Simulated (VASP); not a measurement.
# SrO: accuracy against cost in the precision settings and smearing

A convergence test on SrO: the precision settings and smearing. The series runs use LDA. The precision settings tried: PREC = Low; PREC = Medium; PREC = Normal; PREC = Single; PREC = Accurate; LREAL = Auto; ADDGRID = .TRUE.; LASPH = .TRUE.. The smearing tried: ISMEAR = 0, SIGMA = 0.01; ISMEAR = 0, SIGMA = 0.05; ISMEAR = 0, SIGMA = 0.1; ISMEAR = 0, SIGMA = 0.2; ISMEAR = 0, SIGMA = 0.5; ISMEAR = 1, SIGMA = 0.01; ISMEAR = 1, SIGMA = 0.05; ISMEAR = 1, SIGMA = 0.1; ISMEAR = 1, SIGMA = 0.2; ISMEAR = 1, SIGMA = 0.5; ISMEAR = -5. The start is a cell from a database of measured crystal structures.

Method: LDA; plane waves and PAW (Sr_sv, O), in VASP 6.6.1.

The database entry behind the starting cell differs from later determinations by our own check (about 0.5 % short), so it need not match the best structure at ambient conditions.

### Step 1. Starting point

Symmetry: Fm-3m, No. 225, cubic system. The conventional cell has a = 5.133 Å, b = 5.133 Å, c = 5.133 Å, α = 90.00°, β = 90.00°, γ = 90.00°. Nearest to Sr lie 6 O at 2.57 Å. O has 6 Sr at 2.57 Å nearest. Farther neighbours and most contacts between anions are not listed.

As a file:

```cif
data_structure
_symmetry_space_group_name_H-M 'Fm-3m'
_symmetry_Int_Tables_number 225
_cell_length_a 5.1326
_cell_length_b 5.1326
_cell_length_c 5.1326
_cell_angle_alpha 90.000
_cell_angle_beta 90.000
_cell_angle_gamma 90.000
_cell_volume 135.21
loop_
_atom_site_label
_atom_site_type_symbol
_atom_site_symmetry_multiplicity
_atom_site_Wyckoff_symbol
_atom_site_fract_x
_atom_site_fract_y
_atom_site_fract_z
_atom_site_occupancy
Sr1 Sr 4 b 0.50000 0.00000 0.00000 1
O1 O 4 a 0.00000 0.00000 0.00000 1
```

### Step 2. Precision settings: PREC = Low

PREC sets the FFT grids, and LREAL, ADDGRID and LASPH trade speed for accuracy. LDA, the lowest rung, knows the local density alone.

The input, INCAR:

```
SYSTEM = SrO
PREC = Low
ENCUT = 520
EDIFF = 1E-06
NELM = 100
ISMEAR = -1
SIGMA = 0.05
LREAL = .FALSE.
ALGO = Normal
GGA = CA
NBANDS = 14
LORBIT = 11
LWAVE = .FALSE.
LCHARG = .FALSE.
KPAR = 2
ISIF = 2
```

The input, POSCAR:

```
SrO
1.0
    0.0000000000      2.5663000000      2.5663000000
    2.5663000000      0.0000000000      2.5663000000
    2.5663000000      2.5663000000      0.0000000000
Sr O
1 1
Direct
    0.5000000000      0.5000000000      0.5000000000
    0.0000000000      0.0000000000      0.0000000000
```

The input, KPOINTS:

```
Automatic mesh
0
Gamma
9 9 9
0 0 0
```

The projector-augmented-wave data sets are Sr_sv and O (PBE family, release 64).

Launch:

```bash
> mpirun -np 2 vasp_std
```

What it wrote:

```text
[banner, memory and clock lines left out]
running    2 mpi-ranks, on    1 nodes
 distrk:  each k-point on    1 cores,    2 groups
 distr:  one band on    1 cores,    1 groups

 POSCAR found type information on POSCAR SrO
 POSCAR found :  2 types and       2 ions
|                                                                             |
|               ----> ADVICE to this user running VASP <----                  |
|                                                                             |
|     You enforced a specific xc type in the INCAR file but a different       |
|     [... a line on the potential file left out ...]
|     I HOPE YOU KNOW WHAT YOU ARE DOING!                                     |
|                                                                             |

 LDA part: xc-table for (Slater(with rela. corr.)+CA(PZ))
 , standard interpolation
 POSCAR, INCAR and KPOINTS ok, starting setup
 FFT: planning ... GRIDC
 FFT: planning ... GRID_SOFT
 FFT: planning ... GRID
 WAVECAR not read
 entering main loop
       N       E                     dE             d eps       ncg     rms          rms(c)
DAV:   1     0.609283665959E+02    0.60928E+02   -0.79227E+03   980   0.107E+03
DAV:   2    -0.118091417340E+02   -0.72738E+02   -0.66585E+02  1372   0.223E+02
DAV:   3    -0.154331898951E+02   -0.36240E+01   -0.36068E+01  1382   0.428E+01
DAV:   4    -0.154828226476E+02   -0.49633E-01   -0.49621E-01  1256   0.402E+00
DAV:   5    -0.154838140816E+02   -0.99143E-03   -0.99143E-03  1212   0.375E-01    0.176E+01
DAV:   6    -0.136616913353E+02    0.18221E+01   -0.63549E+00  1010   0.199E+01    0.212E+01
DAV:   7    -0.134946898427E+02    0.16700E+00   -0.38622E-01  1186   0.525E+00    0.126E+01
DAV:   8    -0.134456326738E+02    0.49057E-01   -0.14377E-01  1244   0.360E+00    0.591E-01
DAV:   9    -0.134463473925E+02   -0.71472E-03   -0.67770E-03  1408   0.519E-01    0.229E-01
DAV:  10    -0.134461258148E+02    0.22158E-03   -0.37950E-04  1082   0.223E-01    0.150E-01
DAV:  11    -0.134461544567E+02   -0.28642E-04   -0.47905E-05  1116   0.610E-02    0.367E-02
DAV:  12    -0.134461557956E+02   -0.13389E-05   -0.39979E-06  1392   0.178E-02    0.635E-03
DAV:  13    -0.134461555745E+02    0.22112E-06   -0.11153E-06   776   0.912E-03
   1 F= -.13446156E+02 E0= -.13446156E+02  d E =-.552044E-10
```

It took 2.4 s on 2 MPI ranks of Intel Xeon 6975P-C (Granite Rapids), shared host; peak memory 0.22 GiB; 3.8 s of CPU time.

The logs omit lines about the potential files and the build; timing stands in the text.

Parts of OUTCAR (step 2):

```text
ion  position               nearest neighbor table
   1  0.500  0.500  0.500-   2 2.57   2 2.57   2 2.57   2 2.57   2 2.57   2 2.57
   2  0.000  0.000  0.000-   1 2.57   1 2.57   1 2.57   1 2.57   1 2.57   1 2.57

  LATTYP: Found a face centered cubic cell.
 ALAT       =     5.1326000000

 Subroutine GETGRP returns: Found 48 space group operations
 (whereof 48 operations were pure point group operations)

The static configuration has the point symmetry O_h .

 Found     35 irreducible k-points:

   k-points           NKPTS =     35   k-points in BZ     NKDIM =     35   number of bands    NBANDS=     14

   dimension x,y,z NGX =    20 NGY =   20 NGZ =   20
   dimension x,y,z NGXF=    24 NGYF=   24 NGZF=   24

   ENCUT  =  520.0 eV  38.22 Ry    6.18 a.u.   6.75  6.75  6.75*2*pi/ulx,y,z

   NELECT =      16.0000    total number of electrons

 k-points in reciprocal lattice and weights: Automatic mesh
   0.00000000  0.00000000  0.00000000       0.001
   0.11111111  0.00000000  0.00000000       0.011
   0.22222222  0.00000000  0.00000000       0.011
   0.33333333  0.00000000  0.00000000       0.011
   0.44444444  0.00000000  0.00000000       0.011
   0.11111111  0.11111111  0.00000000       0.008
   0.22222222  0.11111111  0.00000000       0.033
   0.33333333  0.11111111  0.00000000       0.033
   0.44444444  0.11111111  0.00000000       0.033
[...]
-0.33333333  0.44444444  0.11111111       0.033
  -0.33333333  0.44444444  0.22222222       0.033

 average (electrostatic) potential at core
       1 -36.2239       2 -70.6926

 E-fermi :   2.3024

 k-point     1 :       0.0000    0.0000    0.0000
  band No.  band energies     occupation
    ...
      4     -12.4870      2.00000
      5     -12.4870      2.00000
      6       1.2802      2.00000
      7       1.2805      2.00000
      8       1.2805      2.00000
      9       5.1169      0.00000
     10       7.3975      0.00000
     11       7.3975      0.00000
     12       7.3975      0.00000
     13       9.6367      0.00000
    ...

 k-point     2 :       0.1111    0.0000    0.0000
  band No.  band energies     occupation
    ...
      4     -12.4974      2.00000
      5     -12.1848      2.00000
      6       0.8918      2.00000
      7       1.1159      2.00000
      8       1.1161      2.00000
      9       5.6938      0.00000
     10       7.2612      0.00000
     11       7.6461      0.00000
     12       7.6461      0.00000
     13       9.9701      0.00000
    ...

 k-point     3 :       0.2222    0.0000    0.0000
  band No.  band energies     occupation
    ...
      4     -12.5234      2.00000
      5     -11.7357      2.00000
      6       0.1353      2.00000
      7       0.7386      2.00000
      8       0.7388      2.00000
      9       6.9659      0.00000
     10       7.1904      0.00000
     11       8.3385      0.00000
     12       8.3385      0.00000
     13      10.8301      0.00000
    ...

  Total       -0.6457403     -0.6457403     -0.6457403      0.0000000     -0.0000000      0.0000000
  in kB      -30.6066776    -30.6066776    -30.6066776      0.0000000     -0.0000000      0.0000000
  external PRESSURE =     -30.6066776 kB  Pullay stress =       0.0000000 kB

  energy-cutoff  :      520.00
  volume of cell :       33.80
      direct lattice vectors                 reciprocal lattice vectors
     0.000000000  2.566300000  2.566300000    -0.194833028  0.194833028  0.194833028
     2.566300000  0.000000000  2.566300000     0.194833028 -0.194833028  0.194833028
     2.566300000  2.566300000  0.000000000     0.194833028  0.194833028 -0.194833028

 POSITION                                       TOTAL-FORCE (eV/Angst)
 -----------------------------------------------------------------------------------
      2.56630      2.56630      2.56630        -0.000000     -0.000000     -0.000000
      0.00000      0.00000      0.00000         0.000000      0.000000      0.000000
 -----------------------------------------------------------------------------------
    total drift:                                0.000000      0.000000      0.000000

  FREE ENERGIE OF THE ION-ELECTRON SYSTEM (eV)
  ---------------------------------------------------
  free  energy   TOTEN  =       -13.4461555745 eV

  energy  without entropy=      -13.4461555744  energy(sigma->0) =      -13.44615557

 total charge
# of ion       s       p       d       tot
------------------------------------------
    1        2.015   5.759   0.265   8.039
    2        1.540   3.396   0.000   4.936
--------------------------------------------------
tot          3.555   9.155   0.265  12.976

[... 3 further parts left out ...]
```

The gap is read on the k-mesh alone, so it is an upper bound where the band edges lie off the mesh. The PAW data sets were made with PBE, though LDA sets exist; this is a small mismatch.

Numbers from this step:

```yaml
scf_cycles: 13
electrons: 16
bands: 14
irreducible_k_points: 35
symmetry_operations: 48
free_energy_toten: -13.45 eV
fermi_energy: 2.302 eV
pressure: -3.061 GPa
metallic: no
valence_top_at_k: 0, 0, 0
conduction_bottom_at_k: 0.4444, 0.4444, 0
least_direct_gap_at_k: 0.4444, 0.4444, 0
gap_on_the_k_mesh: 3.154 eV
least_direct_gap_on_the_k_mesh: 3.242 eV
```

The series starts at -6.7231 eV an atom and -3.06 GPa, after 13 cycles in 2.4 s.

### Step 3. Precision settings: PREC = Medium

Edit INCAR of step 2 so:

```diff
@@ -1,3 +1,3 @@
 SYSTEM = SrO
-PREC = Low
+PREC = Medium
 ENCUT = 520
```

POSCAR is that of step 2.

KPOINTS is that of step 2.

Launch:

```bash
> mpirun -np 2 vasp_std
```

What it wrote:

```text
[banner, memory and clock lines left out]
running    2 mpi-ranks, on    1 nodes
[...]
[... a notice as in an earlier step ...]

 LDA part: xc-table for (Slater(with rela. corr.)+CA(PZ))
 , standard interpolation
 POSCAR, INCAR and KPOINTS ok, starting setup
[...]
entering main loop
       N       E                     dE             d eps       ncg     rms          rms(c)
DAV:   1     0.609281297514E+02    0.60928E+02   -0.79227E+03   980   0.107E+03
DAV:   2    -0.118094273952E+02   -0.72738E+02   -0.66586E+02  1372   0.223E+02
DAV:   3    -0.154334725070E+02   -0.36240E+01   -0.36068E+01  1382   0.428E+01
DAV:   4    -0.154831049700E+02   -0.49632E-01   -0.49621E-01  1256   0.402E+00
[...]
DAV:  11    -0.134462424078E+02   -0.28642E-04   -0.47906E-05  1116   0.610E-02    0.367E-02
DAV:  12    -0.134462437460E+02   -0.13381E-05   -0.39983E-06  1392   0.178E-02    0.635E-03
DAV:  13    -0.134462435249E+02    0.22109E-06   -0.11152E-06   776   0.912E-03
   1 F= -.13446244E+02 E0= -.13446244E+02  d E =-.552936E-10
```

It took 2.6 s on 2 MPI ranks; peak memory 0.22 GiB.

From OUTCAR (step 3):

```text
  Total       -0.6470145     -0.6470145     -0.6470145      0.0000000      0.0000000     -0.0000000
  in kB      -30.6670710    -30.6670710    -30.6670710      0.0000000      0.0000000     -0.0000000
  external PRESSURE =     -30.6670710 kB  Pullay stress =       0.0000000 kB

 POSITION                                       TOTAL-FORCE (eV/Angst)
 -----------------------------------------------------------------------------------
      2.56630      2.56630      2.56630         0.000000      0.000000     -0.000000
      0.00000      0.00000      0.00000        -0.000000     -0.000000      0.000000
 -----------------------------------------------------------------------------------
    total drift:                                0.000000      0.000000      0.000000

  FREE ENERGIE OF THE ION-ELECTRON SYSTEM (eV)
  ---------------------------------------------------
  free  energy   TOTEN  =       -13.4462435249 eV

  energy  without entropy=      -13.4462435248  energy(sigma->0) =      -13.44624352

[... 2 parts as in an earlier step ...]

[... 1 further part left out ...]
[key lines of the parts left out:]
E-fermi :   2.3024
```

Against the first of the series the energy moves by -0.04 meV an atom and the pressure by -0.01 GPa, after 13 cycles in 2.6 s.

### Step 4. Precision settings: PREC = Normal

Edit INCAR of step 3 so:

```diff
@@ -1,3 +1,3 @@
 SYSTEM = SrO
-PREC = Medium
+PREC = Normal
 ENCUT = 520
```

POSCAR is that of step 3.

KPOINTS is that of step 3.

Launch:

```bash
> mpirun -np 2 vasp_std
```

What it wrote:

```text
[... set-up lines as in an earlier step ...]
 entering main loop
       N       E                     dE             d eps       ncg     rms          rms(c)
DAV:   1     0.609284138621E+02    0.60928E+02   -0.79227E+03   980   0.107E+03
DAV:   2    -0.118090282638E+02   -0.72737E+02   -0.66585E+02  1372   0.223E+02
DAV:   3    -0.154330658245E+02   -0.36240E+01   -0.36068E+01  1382   0.428E+01
DAV:   4    -0.154826982886E+02   -0.49632E-01   -0.49621E-01  1256   0.402E+00
[...]
DAV:  11    -0.134459567905E+02   -0.28641E-04   -0.47905E-05  1116   0.610E-02    0.367E-02
DAV:  12    -0.134459581289E+02   -0.13383E-05   -0.39982E-06  1392   0.178E-02    0.635E-03
DAV:  13    -0.134459579078E+02    0.22110E-06   -0.11152E-06   776   0.912E-03
   1 F= -.13445958E+02 E0= -.13445958E+02  d E =-.552860E-10
```

Elapsed: 2.8 s, on 2 MPI ranks; peak memory 0.23 GiB; 4.5 s of CPU time.

From OUTCAR (step 4):

```text
  Total       -0.6470394     -0.6470394     -0.6470394      0.0000000     -0.0000000     -0.0000000
  in kB      -30.6682538    -30.6682538    -30.6682538      0.0000000     -0.0000000     -0.0000000
  external PRESSURE =     -30.6682538 kB  Pullay stress =       0.0000000 kB

 POSITION                                       TOTAL-FORCE (eV/Angst)
 -----------------------------------------------------------------------------------
      2.56630      2.56630      2.56630         0.000000     -0.000000      0.000000
      0.00000      0.00000      0.00000        -0.000000      0.000000      0.000000
 -----------------------------------------------------------------------------------
    total drift:                                0.000000      0.000000      0.000000

  FREE ENERGIE OF THE ION-ELECTRON SYSTEM (eV)
  ---------------------------------------------------
  free  energy   TOTEN  =       -13.4459579078 eV

  energy  without entropy=      -13.4459579077  energy(sigma->0) =      -13.44595791

[... 2 parts as in an earlier step ...]

[... 1 further part left out ...]
[key lines of the parts left out:]
E-fermi :   2.3024
```

Against the first of the series the energy moves by +0.10 meV an atom and the pressure by -0.01 GPa, after 13 cycles in 2.8 s.

### Step 5. Precision settings: PREC = Single

Edit INCAR of step 4 so:

```diff
@@ -1,3 +1,3 @@
 SYSTEM = SrO
-PREC = Normal
+PREC = Single
 ENCUT = 520
```

POSCAR is that of step 4.

KPOINTS is that of step 4.

Launch:

```bash
> mpirun -np 2 vasp_std
```

What it wrote:

```text
[... set-up lines as in an earlier step ...]
 entering main loop
       N       E                     dE             d eps       ncg     rms          rms(c)
DAV:   1     0.609286097441E+02    0.60929E+02   -0.79227E+03   980   0.107E+03
DAV:   2    -0.118089450342E+02   -0.72738E+02   -0.66585E+02  1372   0.223E+02
DAV:   3    -0.154329779445E+02   -0.36240E+01   -0.36068E+01  1382   0.428E+01
DAV:   4    -0.154826102270E+02   -0.49632E-01   -0.49621E-01  1256   0.402E+00
[...]
DAV:  11    -0.134459354989E+02   -0.28646E-04   -0.47906E-05  1116   0.610E-02    0.367E-02
DAV:  12    -0.134459368385E+02   -0.13396E-05   -0.39981E-06  1392   0.178E-02    0.635E-03
DAV:  13    -0.134459366173E+02    0.22125E-06   -0.11151E-06   776   0.912E-03
   1 F= -.13445937E+02 E0= -.13445937E+02  d E =-.552314E-10
```

Wall time 4.6 s (2 MPI ranks); peak memory 0.23 GiB.

OUTCAR, selected parts (step 5):

```text
  Total       -0.6501488     -0.6501488     -0.6501488      0.0000000      0.0000000     -0.0000000
  in kB      -30.8156340    -30.8156340    -30.8156340      0.0000000      0.0000000     -0.0000000
  external PRESSURE =     -30.8156340 kB  Pullay stress =       0.0000000 kB

 POSITION                                       TOTAL-FORCE (eV/Angst)
 -----------------------------------------------------------------------------------
      2.56630      2.56630      2.56630         0.000000      0.000000     -0.000000
      0.00000      0.00000      0.00000        -0.000000     -0.000000      0.000000
 -----------------------------------------------------------------------------------
    total drift:                               -0.000000      0.000000     -0.000000

  FREE ENERGIE OF THE ION-ELECTRON SYSTEM (eV)
  ---------------------------------------------------
  free  energy   TOTEN  =       -13.4459366173 eV

  energy  without entropy=      -13.4459366172  energy(sigma->0) =      -13.44593662

[... 2 parts as in an earlier step ...]

[... 1 further part left out ...]
[key lines of the parts left out:]
E-fermi :   2.3024
```

Against the first of the series the energy moves by +0.11 meV an atom and the pressure by -0.02 GPa, after 13 cycles in 4.6 s.

### Step 6. Precision settings: PREC = Accurate

Edit INCAR of step 5 so:

```diff
@@ -1,3 +1,3 @@
 SYSTEM = SrO
-PREC = Single
+PREC = Accurate
 ENCUT = 520
```

POSCAR is that of step 5.

KPOINTS is that of step 5.

Launch:

```bash
> mpirun -np 2 vasp_std
```

What it wrote:

```text
[... set-up lines as in an earlier step ...]
 entering main loop
       N       E                     dE             d eps       ncg     rms          rms(c)
DAV:   1     0.609286916366E+02    0.60929E+02   -0.79227E+03   980   0.107E+03
DAV:   2    -0.118088344100E+02   -0.72738E+02   -0.66585E+02  1372   0.223E+02
DAV:   3    -0.154328739223E+02   -0.36240E+01   -0.36068E+01  1382   0.428E+01
DAV:   4    -0.154825065044E+02   -0.49633E-01   -0.49621E-01  1256   0.402E+00
[...]
DAV:  11    -0.134458117506E+02   -0.28646E-04   -0.47906E-05  1116   0.610E-02    0.367E-02
DAV:  12    -0.134458130900E+02   -0.13394E-05   -0.39983E-06  1392   0.178E-02    0.635E-03
DAV:  13    -0.134458128688E+02    0.22120E-06   -0.11151E-06   776   0.912E-03
   1 F= -.13445813E+02 E0= -.13445813E+02  d E =-.552914E-10
```

Run time: 4.6 s. Hardware: 2 MPI ranks; peak memory 0.28 GiB; 8.1 s of CPU time.

OUTCAR, selected parts (step 6):

```text
  Total       -0.6488812     -0.6488812     -0.6488812     -0.0000000      0.0000000      0.0000000
  in kB      -30.7555517    -30.7555517    -30.7555517     -0.0000000      0.0000000      0.0000000
  external PRESSURE =     -30.7555517 kB  Pullay stress =       0.0000000 kB

  FREE ENERGIE OF THE ION-ELECTRON SYSTEM (eV)
  ---------------------------------------------------
  free  energy   TOTEN  =       -13.4458128688 eV

  energy  without entropy=      -13.4458128687  energy(sigma->0) =      -13.44581287

[... 3 parts as in an earlier step ...]

[... 1 further part left out ...]
[key lines of the parts left out:]
E-fermi :   2.3024
```

Against the first of the series the energy moves by +0.17 meV an atom and the pressure by -0.01 GPa, after 13 cycles in 4.6 s.

(Part 1 of 3 ends here.)

[Lines on the potential files, build, host, timing and source positions are cut from VASP's logs without a mark.]

[Logs are printed without paths, hosts, clocks, repeated set-up lines and the standing remarks that a program may print on its own settings, such as how far it seeks lower states.]

[Hosts, paths, dates, database ids (printed as entryN), source tags and the programs' standing remarks are cut or masked in the printed files.]

[A measured line is paired with the nearest computed mode of its activity, which favours agreement.]
